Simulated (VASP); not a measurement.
Data:

```
Al
1.0
   -2.64205     2.64205     1.34623
    2.64205    -2.64205     1.34623
    2.64205     2.64205    -1.34623
Al
2
Direct
  0.75000   0.25000   0.50000
  0.00000   0.00000   0.00000
```

The numbers are results of PBEsol GGA, VASP's PBE PAW potentials (set 64) (plane waves; VASP), not measurements. Run with 400 eV cut-off, 14×14×14 Γ-centred mesh, first-order Methfessel-Paxton smearing of 0.10 eV, potentials Al.

Question: Predict the energy per atom (σ→0), band gap (on the k-mesh) with the smallest direct gap where there is one.

Answer: 
band gap (on the k-mesh): none (metal, semimetal or under 0.01 eV)
energy per atom (σ→0): -3.789 eV/atom

Only differences to runs with the same potentials and settings are physical.

The structure was generated: Al was put into the beta-Sn type (I4_1/amd), which need not be its known phase. It was relaxed first, which changed the volume by +8 %. The start is the result of an earlier pass.
